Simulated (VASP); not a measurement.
Input:

```
Tl
1.0
    1.72417    -2.98634     0.00000
    1.72417     2.98634     0.00000
    0.00000     0.00000     5.56779
Tl
2
Cartesian
  1.72417   0.99545   1.39195
  1.72417  -0.99545   4.17584
```

Computed with vdW-DF-cx, VASP's PBE PAW potentials (set 64) (plane waves; VASP 6.6.1). Run with 520 eV cut-off, 14×14×8 Γ-centred mesh, tetrahedra with Blöchl corrections, potentials Tl_d.

Unless said otherwise, spin-orbit coupling is left out, though it shifts the bands of the heavy elements here.

Task: Tabulate the total density of states (states/eV per cell) against energy (eV; zero at the valence-band maximum or, without a gap, the Fermi level).

Result: 
```json
[
 {"E (eV)": "-9.91", "DOS (states/eV)": "0.12"},
 {"E (eV)": "-9.68", "DOS (states/eV)": "0.20"},
 {"E (eV)": "-9.44", "DOS (states/eV)": "0.25"},
 {"E (eV)": "-9.20", "DOS (states/eV)": "0.29"},
 {"E (eV)": "-8.96", "DOS (states/eV)": "0.32"},
 {"E (eV)": "-8.84", "DOS (states/eV)": "0.34"},
 {"E (eV)": "-8.60", "DOS (states/eV)": "0.38"},
 {"E (eV)": "-8.36", "DOS (states/eV)": "0.41"},
 {"E (eV)": "-8.12", "DOS (states/eV)": "0.44"},
 {"E (eV)": "-7.88", "DOS (states/eV)": "0.47"},
 {"E (eV)": "-7.64", "DOS (states/eV)": "0.50"},
 {"E (eV)": "-7.40", "DOS (states/eV)": "0.53"},
 {"E (eV)": "-7.16", "DOS (states/eV)": "0.56"},
 {"E (eV)": "-6.92", "DOS (states/eV)": "0.60"},
 {"E (eV)": "-6.68", "DOS (states/eV)": "0.63"},
 {"E (eV)": "-6.57", "DOS (states/eV)": "0.65"},
 {"E (eV)": "-6.33", "DOS (states/eV)": "0.71"},
 {"E (eV)": "-6.09", "DOS (states/eV)": "0.78"},
 {"E (eV)": "-5.85", "DOS (states/eV)": "0.91"},
 {"E (eV)": "-5.61", "DOS (states/eV)": "0.92"},
 {"E (eV)": "-5.37", "DOS (states/eV)": "0.93"},
 {"E (eV)": "-5.13", "DOS (states/eV)": "0.90"},
 {"E (eV)": "-4.89", "DOS (states/eV)": "0.88"},
 {"E (eV)": "-4.65", "DOS (states/eV)": "0.88"},
 {"E (eV)": "-4.41", "DOS (states/eV)": "1.60"},
 {"E (eV)": "-4.29", "DOS (states/eV)": "1.59"},
 {"E (eV)": "-4.05", "DOS (states/eV)": "1.00"},
 {"E (eV)": "-3.81", "DOS (states/eV)": "0.20"},
 {"E (eV)": "-3.58", "DOS (states/eV)": "0.00"},
 {"E (eV)": "-3.34", "DOS (states/eV)": "0.00"},
 {"E (eV)": "-3.10", "DOS (states/eV)": "0.00"},
 {"E (eV)": "-2.86", "DOS (states/eV)": "0.00"},
 {"E (eV)": "-2.62", "DOS (states/eV)": "0.02"},
 {"E (eV)": "-2.38", "DOS (states/eV)": "0.11"},
 {"E (eV)": "-2.14", "DOS (states/eV)": "0.34"},
 {"E (eV)": "-2.02", "DOS (states/eV)": "0.39"},
 {"E (eV)": "-1.78", "DOS (states/eV)": "0.53"},
 {"E (eV)": "-1.54", "DOS (states/eV)": "0.70"},
 {"E (eV)": "-1.30", "DOS (states/eV)": "0.93"},
 {"E (eV)": "-1.06", "DOS (states/eV)": "1.50"},
 {"E (eV)": "-0.82", "DOS (states/eV)": "1.29"},
 {"E (eV)": "-0.58", "DOS (states/eV)": "1.16"},
 {"E (eV)": "-0.35", "DOS (states/eV)": "0.92"},
 {"E (eV)": "-0.11", "DOS (states/eV)": "0.75"},
 {"E (eV)": "0.13", "DOS (states/eV)": "0.79"},
 {"E (eV)": "0.25", "DOS (states/eV)": "0.88"},
 {"E (eV)": "0.49", "DOS (states/eV)": "1.11"},
 {"E (eV)": "0.73", "DOS (states/eV)": "1.12"},
 {"E (eV)": "0.97", "DOS (states/eV)": "0.89"},
 {"E (eV)": "1.21", "DOS (states/eV)": "0.86"},
 {"E (eV)": "1.45", "DOS (states/eV)": "1.09"},
 {"E (eV)": "1.69", "DOS (states/eV)": "1.25"},
 {"E (eV)": "1.93", "DOS (states/eV)": "0.92"},
 {"E (eV)": "2.17", "DOS (states/eV)": "0.89"},
 {"E (eV)": "2.40", "DOS (states/eV)": "0.99"},
 {"E (eV)": "2.52", "DOS (states/eV)": "1.05"},
 {"E (eV)": "2.76", "DOS (states/eV)": "1.09"},
 {"E (eV)": "3.00", "DOS (states/eV)": "1.03"},
 {"E (eV)": "3.24", "DOS (states/eV)": "1.03"},
 {"E (eV)": "3.48", "DOS (states/eV)": "1.11"}
]
```
Within 2 eV below the Fermi level the largest weight inside VASP's projection spheres is Tl p, then Tl s.

The compound is Tl in the hcp structure. It was relaxed first.
